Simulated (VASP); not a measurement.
# Be3CdTe4 (P1) in VASP: relaxation of cell and atoms with PBE

Aim: the relaxation of cell and atoms of Be3CdTe4 with PBE.

Everything below comes from runs of VASP 6.6.1. Logs are shortened: lines on timing, memory, paths and dates and some standing lists are left out, and cuts for length are marked.

## 1. The crystal as given

The typed cell holds 8 atoms: a = 4.133 Å, b = 4.086 Å, c = 12.188 Å, α = 88.49°, β = 90.71°, γ = 90.72°.

The cell was built by a generator and needn't be a form met in nature.

## 2. Relaxation of cell and atoms, PBE

Contents of INCAR:

```
SYSTEM = Be3CdTe4
PREC = Normal
ENCUT = 520
EDIFF = 1E-5
ISMEAR = 0
SIGMA = 0.05
LREAL = Auto
LASPH = .TRUE.
NELM = 80
ALGO = Fast
ISIF = 3
LWAVE = .FALSE.
LCHARG = .FALSE.
GGA = PE
IBRION = 2
NSW = 110
EDIFFG = -0.03
ISYM = 0
```

Contents of KPOINTS:

```
Automatic mesh
0
G
  4 4 2
  0 0 0
```

Contents of POSCAR:

```
Be3CdTe4
1.0
    4.1327211600     -0.0256789600     -0.0255614200
   -0.0256789600      4.0854359400      0.0541898900
   -0.0747195700      0.1584045400     12.1869756600
Be Cd Te
3 1 4
Direct
    0.9727041500      0.9935823500      0.5147078100
    0.4859197000      0.5050344600      0.7294309300
    0.5006460400      0.5240801600      0.2773877300
    0.9820404100      0.0027614300      0.9896083700
    0.0143585500      0.4795148800      0.6154611300
    0.4919754300      0.9746153200      0.3791511800
    0.5336962800      0.0165705500      0.8370673000
    0.9956972200      0.4832842800      0.1505358200
```

Potentials or basis: VASP PAW PBE potentials, release 64 (Be, Cd, Te).

Run with:

```
cat potpaw_PBE.64/Be/POTCAR potpaw_PBE.64/Cd/POTCAR potpaw_PBE.64/Te/POTCAR > POTCAR
mpirun -np 1 vasp_std > vasp.out
```

OUTCAR:

```text
SYSTEM = Be3CdTe4
   PREC = Normal
   ENCUT = 520
   EDIFF = 1E-5
   ISMEAR = 0
   LREAL = Auto
   LASPH = .TRUE.
   NELM = 80
   ISIF = 3
   GGA = PE
   IBRION = 2
   NSW = 110
   EDIFFG = -0.03
   ISYM = 0

 ion  position               nearest neighbor table
   1  0.973  0.994  0.515-   5 2.37   5 2.41   6 2.57   6 2.73
   2  0.486  0.505  0.729-   7 2.37   5 2.38   7 2.50   5 2.61
   3  0.501  0.524  0.277-   6 2.25   6 2.54   8 2.59   8 2.59
   4  0.982  0.003  0.990-   7 2.61   8 2.81   8 2.85   7 2.96
   5  0.014  0.480  0.615-   1 2.37   2 2.38   1 2.41   2 2.61
   6  0.492  0.975  0.379-   3 2.25   3 2.54   1 2.57   1 2.73
   7  0.534  0.017  0.837-   2 2.37   2 2.50   4 2.61   4 2.96
   8  0.996  0.483  0.151-   3 2.59   3 2.59   4 2.81   4 2.85

IMPORTANT INFORMATION: All symmetrisations will be switched off!
NOSYMM: (Re-)initialisation of all symmetry stuff for point group C_1.

----------------------------------------------------------------------------------------

                                     Primitive cell

  volume of cell :     205.7134

  direct lattice vectors                    reciprocal lattice vectors
     4.132721160 -0.025678960 -0.025561420     0.241989708  0.001501603  0.001464146
    -0.025678960  4.085435940  0.054189890     0.001501603  0.244823445 -0.003172973
    -0.074719570  0.158404540 12.186975660     0.000500881 -0.001085468  0.082071992

  length of vectors
     4.132879986  4.085876010 12.188234111     0.241998796  0.244848610  0.082080698

  position of ions in fractional coordinates (direct lattice)
     0.972704150  0.993582350  0.514707810
     0.485919700  0.505034460  0.729430930
     0.500646040  0.524080160  0.277387730
     0.982040410  0.002761430  0.989608370
     0.014358550  0.479514880  0.615461130
     0.491975430  0.974615320  0.379151180
     0.533696280  0.016570550  0.837067300
     0.995697220  0.483284280  0.150535820

  ion indices of the primitive-cell ions
   primitive index   ion index
                 1           1
                 2           2
                 3           3
                 4           4
                 5           5
                 6           6
                 7           7
                 8           8

----------------------------------------------------------------------------------------

 KPOINTS: Automatic mesh

Automatic generation of k-mesh.
 Grid dimensions read from file:
 generate k-points for:    4    4    2

 Generating k-lattice:

  Cartesian coordinates                     Fractional coordinates (reciprocal lattice)
     0.060497427  0.000375401  0.000366036     0.250000000 -0.000000000 -0.000000000
     0.000375401  0.061205861 -0.000793243    -0.000000000  0.250000000  0.000000000
     0.000250441 -0.000542734  0.041035996     0.000000000  0.000000000  0.500000000

  Length of vectors
     0.060499699  0.061212153  0.041040349

  Shift w.r.t. Gamma in fractional coordinates (k-lattice)
     0.000000000  0.000000000  0.000000000

 Subroutine IBZKPT returns following result:
 ===========================================

 Found     20 irreducible k-points:

 Following reciprocal coordinates:
            Coordinates               Weight
  0.000000  0.000000  0.000000      1.000000
  0.250000 -0.000000  0.000000      2.000000
  0.500000 -0.000000  0.000000      1.000000
 -0.000000  0.250000 -0.000000      2.000000
  0.250000  0.250000 -0.000000      2.000000
  0.500000  0.250000  0.000000      2.000000
[... 12 lines left out ...]
  0.250000  0.500000  0.500000      2.000000
  0.500000  0.500000  0.500000      1.000000
   k-points           NKPTS =     20   k-points in BZ     NKDIM =     20   number of bands    NBANDS=     26
   number of dos      NEDOS =    301   number of ions     NIONS =      8
   total plane-waves  NPLWV =  40320
   dimension x,y,z NGX =    24 NGY =   24 NGZ =   70
   dimension x,y,z NGXF=    48 NGYF=   48 NGZF=  140
   ions per type =               3   1   4
   NGX,Y,Z   is equivalent  to a cutoff of   9.65,  9.77,  9.55 a.u.
   NGXF,Y,Z  is equivalent  to a cutoff of  19.31, 19.53, 19.10 a.u.
 SYSTEM =  Be3CdTe4
   PREC   = normal    normal or accurate (medium, high low for compatibility)
   ISTART =      0    job   : 0-new  1-cont  2-samecut
   ICHARG =      2    charge: 1-file 2-atom 10-const
   ISPIN  =      1    spin polarized calculation?
   LNONCOLLINEAR =      F non collinear calculations
   LSORBIT =      F    spin-orbit coupling
   LASPH  =      T    aspherical Exc in radial PAW
   ENCUT  =  520.0 eV  38.22 Ry    6.18 a.u.   7.68  7.60 22.66*2*pi/ulx,y,z
   NELM   =     80;   NELMIN=  2; NELMDL= -5     # of ELM steps
   EDIFF  = 0.1E-04   stopping-criterion for ELM
   LREAL  =      T    real-space projection
   EDIFFG = -.3E-01   stopping-criterion for IOM
   NSW    =    110    number of steps for IOM
   IBRION =      2    ionic relax: 0-MD 1-quasi-New 2-CG
   NFREE  =      1    steps in history (QN), initial steepest desc. (CG)
   ISIF   =      3    stress and relaxation
   ISYM   =      0    0-nonsym 1-usesym 2-fastsym
   POTIM  = 0.5000    time-step for ionic-motion
   TEBEG  =    0.0;   TEEND  =   0.0 temperature during run
   PSTRESS=    0.0 pullay stress
   NELECT =      42.0000    total number of electrons
   NUPDOWN=      -1.0000    fix difference up-down
   EMIN   =  10.00;   EMAX   =-10.00  energy-range for DOS
   EFERMI =   0.00;   METHOD = LEGACY
   ISMEAR =     0;   SIGMA  =   0.05  broadening in eV -4-tet -1-fermi 0-gaus
   EFERMI_NEDOS =   21; number of points for ismear=-14 and -15
   IALGO  =     68    algorithm
   IMIX   =      4    mixing-type and parameters
     AMIX     =   0.40;   BMIX     =  1.00
     AMIX_MAG =   1.60;   BMIX_MAG =  1.00
  volume/ion in A,a.u.               =      25.71       173.53
  Fermi-wavevector in a.u.,A,eV,Ry     =   0.963985  1.821668 12.643454  0.929268
  Thomas-Fermi vector in A             =   2.093578
   LORBIT       =      0    0 simple, 1 ext, 2 COOP (PROOUT), +10 PAW based schemes
   GGA     = PE    functional components
   LHFCALC =     F    Hartree Fock is set to
   AEXX    =    0.0000 exact exchange contribution
   IVDW    =     0    specifies the selected vdW correction
   LEPSILON=     F    determine dielectric tensor
   LRPA    =     F    only Hartree local field effects (RPA)
 conjugate gradient relaxation of ions
 non-spin polarized calculation
 RMM-DIIS sequential band-by-band and
 Gauss-broadening in eV      SIGMA  =   0.05
  energy-cutoff  :      520.00
  volume of cell :      205.71
 maximum number of plane-waves:      5558
   NGX = 15   NGY = 15   NGZ = 45

--------------------------------------- Ionic step        1  -------------------------------------------

 number of electron      41.9999985 magnetization

 Free energy of the ion-electron system (eV)
  ---------------------------------------------------
  ext. energy  EPLUGINS =         0.00000000
  ---------------------------------------------------
  free energy    TOTEN  =       -26.53611154 eV

  energy without entropy =      -26.53611154  energy(sigma->0) =      -26.53611154

------------------------ aborting loop because EDIFF is reached ----------------------------------------

  FORCE on cell =-STRESS in cart. coord.  units (eV):
  Direction    XX          YY          ZZ          XY          YZ          ZX
  --------------------------------------------------------------------------------------
  -------------------------------------------------------------------------------------
  Total        0.6698175      3.5077372      0.8147448      0.1724709     -0.1694798      2.2022166
  in kB        5.2168035     27.3196452      6.3455553      1.3432715     -1.3199759     17.1517341
  external PRESSURE =      12.9606680 kB  Pullay stress =       0.0000000 kB
[... 107 lines left out ...]
  FREE ENERGIE OF THE ION-ELECTRON SYSTEM (eV)
  ---------------------------------------------------
  free  energy   TOTEN  =       -27.0866749418 eV

  energy  without entropy=      -27.0866749418  energy(sigma->0) =      -27.08667494

[... ionic steps 4 to 16 ...]

--------------------------------------- Ionic step       17  -------------------------------------------

 number of electron      42.0000024 magnetization

------------------------ aborting loop because EDIFF is reached ----------------------------------------

  FORCE on cell =-STRESS in cart. coord.  units (eV):
  Direction    XX          YY          ZZ          XY          YZ          ZX
  --------------------------------------------------------------------------------------
  -------------------------------------------------------------------------------------
  Total        0.0388670      0.0192624      0.0901941     -0.0015917     -0.0356373     -0.0309761
  in kB        0.3017649      0.1495540      0.7002706     -0.0123584     -0.2766895     -0.2404993
  external PRESSURE =       0.3838632 kB  Pullay stress =       0.0000000 kB
[... 69 lines left out ...]
  energy  without entropy=      -27.2372411751  energy(sigma->0) =      -27.23724118

--------------------------------------- Ionic step       19  -------------------------------------------

 number of electron      42.0000026 magnetization

 Free energy of the ion-electron system (eV)
  ---------------------------------------------------
  ext. energy  EPLUGINS =         0.00000000
  ---------------------------------------------------
  free energy    TOTEN  =       -27.23754354 eV

  energy without entropy =      -27.23754354  energy(sigma->0) =      -27.23754354

 E-fermi :   4.3904     XC(G=0):  -8.8411

 val. band max:        4.1683718519   @ k =   0.0000   0.0000   0.0000
 cond. band min:       5.9792933542   @ k =   0.0000   0.0000   0.5000
 fundamental gap:      1.8109215023
 Fermi energy:         4.3904340632

 k-point     1 :       0.0000    0.0000    0.0000
  band No.  band energies     occupation
      1      -7.8632      2.00000
      2      -7.3697      2.00000
      3      -7.0105      2.00000
      4      -6.3481      2.00000
      5      -4.2881      2.00000
      6      -4.2870      2.00000
[... 604 lines left out ...]
  FREE ENERGIE OF THE ION-ELECTRON SYSTEM (eV)
  ---------------------------------------------------
  free  energy   TOTEN  =       -27.2375435374 eV

  energy  without entropy=      -27.2375435374  energy(sigma->0) =      -27.23754354

 reached required accuracy - stopping structural energy minimisation
```

It took 12 min on 1 thread of Intel Xeon Platinum 8375C at 2.90GHz (Ice Lake), shared host; peak memory 0.24 GiB.

What came out:

| Property | Result |
| --- | --- |
| Free energy | -27.2375 eV |
| Relaxed volume | 25.79 Å³/atom |
| Relaxed cell | a = 4.148 Å, b = 4.149 Å, c = 11.989 Å, α = 90.03°, β = 90.02°, γ = 90.07° |
| Space group after relaxing (to 0.05 Å) | P-4m2 (No. 115) |
| Energy gained by relaxing | 87.7 meV/atom |
| Ionic steps | 19 |
| Pressure after relaxing | 0.0 GPa |
| Largest force after relaxing | 0.018 eV/Å |
| Band gap on the k mesh | 1.81 eV, indirect (least direct gap 1.85 eV) |

Forces on the atoms (eV/Å):
```
Be   0.006  0.010  0.001
Be  -0.002 -0.013  0.004
Be   0.010  0.007  0.001
Cd   0.000 -0.005  0.007
Te   0.002 -0.008 -0.008
Te   0.006  0.001 -0.001
Te  -0.013 -0.006 -0.003
Te  -0.010  0.014  0.000
```

Step by step:
```tsv
step	energy change (eV)	largest force (eV/Å)	pressure (GPa)	volume (Å³)
1	0.0000	2.1562	1.30	205.71
2	-0.5264	0.7114	-1.15	211.91
3	-0.5506	0.5309	-1.60	213.86
4	-0.6449	0.3216	-0.01	206.27
5	-0.6478	0.2923	0.52	204.42
6	-0.6767	0.2123	0.31	205.30
7	-0.6850	0.2241	0.09	206.20
8	-0.6852	0.2045	0.11	206.09
9	-0.6932	0.0899	-0.09	207.03
10	-0.6938	0.1046	-0.22	207.46
11	-0.6974	0.0774	-0.02	206.43
12	-0.6981	0.0723	0.20	205.54
13	-0.7001	0.0470	0.05	206.32
14	-0.7001	0.0472	0.03	206.33
15	-0.7008	0.0373	-0.07	206.75
16	-0.7008	0.0412	-0.07	206.80
17	-0.7011	0.0421	0.04	206.36
18	-0.7011	0.0412	0.03	206.38
19	-0.7014	0.0179	0.02	206.33
```

Final structure:
```yaml
crystal:
  lattice:
    - [4.14773, -0.00340, -0.00125]
    - [-0.00150, 4.14927, -0.00222]
    - [-0.00034, -0.00031, 11.98914]
  atoms:
    - { symbol: Be, position: [0.99535, 0.99660, 0.49899] }
    - { symbol: Be, position: [0.49739, 0.49930, 0.72870] }
    - { symbol: Be, position: [0.49550, 0.49583, 0.26955] }
    - { symbol: Cd, position: [0.00036, 0.99767, 0.99945] }
    - { symbol: Te, position: [0.99707, 0.49758, 0.61344] }
    - { symbol: Te, position: [0.49549, 0.99631, 0.38453] }
    - { symbol: Te, position: [0.49949, 0.99902, 0.84074] }
    - { symbol: Te, position: [0.99640, 0.49713, 0.15794] }
```

Levels at points of the mesh, in eV from the valence-band top:
| k point | band 17 | band 18 | band 19 | band 20 | band 21 | band 22 | band 23 | band 24 | band 25 | band 26 |
| --- | --- | --- | --- | --- | --- | --- | --- | --- | --- | --- |
| (0.00, 0.00, 0.00) | -1.29 | -1.28 | -0.35 | -0.01 | 0.00 | 1.85 | 2.10 | 2.22 | 2.63 | 2.76 |
| (0.50, 0.00, 0.00) | -1.53 | -1.50 | -1.15 | -1.14 | -0.33 | 1.97 | 2.41 | 3.18 | 3.41 | 3.95 |
| (0.00, 0.50, 0.00) | -1.53 | -1.50 | -1.15 | -1.14 | -0.32 | 1.97 | 2.42 | 3.18 | 3.41 | 3.95 |
| (0.50, 0.50, 0.00) | -3.00 | -2.63 | -2.42 | -2.41 | -2.29 | 1.82 | 2.03 | 2.04 | 2.94 | 4.90 |
| (0.00, 0.00, 0.50) | -1.38 | -0.96 | -0.96 | -0.25 | -0.24 | 1.81 | 2.14 | 2.72 | 2.86 | 2.95 |
| (0.50, 0.00, 0.50) | -1.76 | -1.55 | -1.53 | -1.50 | -0.34 | 2.56 | 2.95 | 2.97 | 3.10 | 3.75 |
| (0.00, 0.50, 0.50) | -1.76 | -1.55 | -1.53 | -1.50 | -0.32 | 2.56 | 2.95 | 2.98 | 3.10 | 3.74 |
| (0.50, 0.50, 0.50) | -2.90 | -2.74 | -2.72 | -2.55 | -2.55 | 2.34 | 2.85 | 2.86 | 2.98 | 2.99 |

Caveat: spin-orbit coupling is left out, which moves the levels of the heavy elements. A hybrid or GW would open this gap; PBE tends to underestimate it.
